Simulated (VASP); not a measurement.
Output of a VASP run:

OSZICAR:
```
       N       E                     dE             d eps       ncg     rms          rms(c)
DAV:   1     0.532328213652E+02    0.53233E+02   -0.73884E+03  4360   0.110E+03
DAV:   2    -0.311693842192E+02   -0.84402E+02   -0.81809E+02  4680   0.308E+02
DAV:   3    -0.322086048377E+02   -0.10392E+01   -0.10312E+01  4924   0.342E+01
DAV:   4    -0.322115092193E+02   -0.29044E-02   -0.29015E-02  4808   0.206E+00
DAV:   5    -0.322115229546E+02   -0.13735E-04   -0.13728E-04  4940   0.140E-01    0.185E+01
DAV:   6    -0.250733080703E+02    0.71382E+01   -0.42353E+00  4524   0.270E+01    0.197E+00
DAV:   7    -0.258861499987E+02   -0.81284E+00   -0.20460E-01  4416   0.545E+00    0.172E+00
DAV:   8    -0.253231179792E+02    0.56303E+00   -0.75699E-01  4839   0.996E+00    0.313E+00
DAV:   9    -0.257820533923E+02   -0.45894E+00   -0.25446E-01  4626   0.490E+00    0.115E+00
DAV:  10    -0.258536515630E+02   -0.71598E-01   -0.13360E-02  4554   0.137E+00    0.470E-01
DAV:  11    -0.258555743243E+02   -0.19228E-02   -0.28636E-03  4797   0.670E-01    0.497E-02
DAV:  12    -0.258555340011E+02    0.40323E-04   -0.67031E-05  4698   0.107E-01    0.289E-02
DAV:  13    -0.258555373940E+02   -0.33929E-05   -0.53745E-05  4530   0.986E-02    0.954E-03
DAV:  14    -0.258555851263E+02   -0.47732E-04   -0.15916E-05  4628   0.549E-02    0.409E-03
DAV:  15    -0.258555802180E+02    0.49083E-05   -0.84711E-07  4893   0.125E-02    0.204E-03
DAV:  16    -0.258555885706E+02   -0.83526E-05   -0.27580E-07  4620   0.587E-03    0.617E-04
DAV:  17    -0.258555862822E+02    0.22884E-05   -0.30485E-08  2310   0.206E-03    0.285E-04
DAV:  18    -0.258555868970E+02   -0.61482E-06   -0.14217E-09  2211   0.486E-04    0.164E-04
DAV:  19    -0.258555869151E+02   -0.18113E-07   -0.21001E-09  2196   0.585E-04
   1 F= -.25855587E+02 E0= -.25855587E+02  d E =0.000000E+00
       N       E                     dE             ncg
```

### OUTCAR
```
------------------------ aborting loop because EDIFF is reached ----------------------------------------
  FORCE on cell =-STRESS in cart. coord.  units (eV):
  Direction    XX          YY          ZZ          XY          YZ          ZX
  --------------------------------------------------------------------------------------
  Total        0.0113507      0.0113507      0.0113507      0.0000000      0.0000000      0.0000000
  in kB        1.1672064      1.1672064      1.1672064      0.0000000      0.0000000      0.0000000
  external PRESSURE =       1.1672064 kB  Pullay stress =       0.0000000 kB
  volume of cell :       15.58
      direct lattice vectors                 reciprocal lattice vectors
    -1.573409135  1.573409135  1.573409135     0.000000000  0.317781300  0.317781300
     1.573409135 -1.573409135  1.573409135     0.317781300  0.000000000  0.317781300
     1.573409135  1.573409135 -1.573409135     0.317781300  0.317781300  0.000000000
 POSITION                                       TOTAL-FORCE (eV/Angst)
 -----------------------------------------------------------------------------------
      0.00000      0.00000      0.00000         0.000000      0.000000     -0.000000
 -----------------------------------------------------------------------------------
    total drift:                                0.000000     -0.000000      0.000000
  FREE ENERGIE OF THE ION-ELECTRON SYSTEM (eV)
  ---------------------------------------------------
  free  energy   TOTEN  =       -25.8555869151 eV

  energy  without entropy=      -25.8555869151  energy(sigma->0) =      -25.85558692

 total charge

# of ion       s       p       d       tot
------------------------------------------
    1        2.379   6.219   3.872  12.469
```
(Selected blocks of OUTCAR.)

File POSCAR:
```
Mo
1
   -1.5734091351     1.5734091351     1.5734091351
    1.5734091351    -1.5734091351     1.5734091351
    1.5734091351     1.5734091351    -1.5734091351
Mo
1
Direct
  0.0000000000   0.0000000000   0.0000000000
```

Problem. Write an INCAR and KPOINTS that could have produced this output.

Solution. One answer among several that fit: the input of the run itself, r2SCAN+rVV10, plane waves, VASP's PBE PAW potentials (set 64).

INCAR:
```
SYSTEM=Mo
PREC=Accurate; ENCUT=400; LREAL=.FALSE.
LASPH=.TRUE.
EDIFF=1E-7; NELM=100; ALGO=Normal
LMAXMIX=4; LMIXTAU=.TRUE.
ISMEAR=-5
METAGGA=R2SCAN; LUSE_VDW=.TRUE.; BPARAM=11.95
CPARAM=0.0093
ISIF=2
LWAVE=.FALSE.; LCHARG=.FALSE.; LORBIT=11
NEDOS=601
```

File KPOINTS_OPT:
```
k-points along high-symmetry lines
10
Line-mode
Reciprocal
  0.000000   0.000000   0.000000 ! GAMMA
  0.500000  -0.500000   0.500000 ! H

  0.500000  -0.500000   0.500000 ! H
  0.000000   0.000000   0.500000 ! N

  0.000000   0.000000   0.500000 ! N
  0.000000   0.000000   0.000000 ! GAMMA

  0.000000   0.000000   0.000000 ! GAMMA
  0.250000   0.250000   0.250000 ! P

  0.250000   0.250000   0.250000 ! P
  0.500000  -0.500000   0.500000 ! H

  0.250000   0.250000   0.250000 ! P
  0.000000   0.000000   0.500000 ! N
```

**KPOINTS**
```
Automatic mesh
0
Gamma
18 18 18
0 0 0
```

POTCAR, in this order: Mo_sv (PBE.64 set). Program: vasp_std.

For a metal the tetrahedron method with Blöchl corrections gives inexact stress and forces.

The structure comes from a measured Mo entry (Im-3m) of the Crystallography Open Database, whose conditions weren't checked. It was relaxed first.
